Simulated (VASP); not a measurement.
Here is a VASP 6.6.1 calculation.

File INCAR:

```
PREC = Accurate
ENCUT = 600
EDIFF = 1E-6
ISMEAR = -1
SIGMA = 0.05
LREAL = F
LASPH = T
NELM = 60
ALGO = Normal
ISIF = 3
LWAVE = F
LCHARG = F
GGA = PE
IBRION = 2
NSW = 40
EDIFFG = -0.02
PSTRESS = 0
```

File KPOINTS:

```
Automatic mesh
0
Gamma
  10 10 10
```

The input POSCAR:

```
RhN
1.0
    2.6663967600      0.0000000000      0.0000000000
    0.0000000000      2.6663967600      0.0000000000
    0.0000000000      0.0000000000      2.6663967600
Rh N
1 1
Direct
    0.0000000000      0.0000000000      0.0000000000
    0.5000000000      0.5000000000      0.5000000000
```

Potentials or basis: VASP PAW PBE potentials, release 64 (Rh_pv, N).

Command:

```sh
$ cat potpaw_PBE.64/Rh_pv/POTCAR potpaw_PBE.64/N/POTCAR > POTCAR
$ mpirun -np 1 vasp_std > vasp.out
```

**Question.** Estimate the relaxed cell.

**Answer.** a = 2.710 Å, b = 2.710 Å, c = 2.710 Å, α = 90.00°, β = 90.00°, γ = 90.00°.

**Question.** Estimate the space group after relaxing (to 0.05 Å).

**Answer.** Pm-3m (No. 221).

**Question.** Predict the relaxed volume.

**Answer.** 9.95 Å³/atom.

**Question.** Predict the band gap on the k mesh.

**Answer.** None (metal or under the smearing width).

Final structure:
```
Rh N
1.0
     2.70963    0.00000    0.00000
     0.00000    2.70963    0.00000
     0.00000    0.00000    2.70963
Rh N
1 1
Direct
  0.00000 0.00000 0.00000
  0.50000 0.50000 0.50000
```
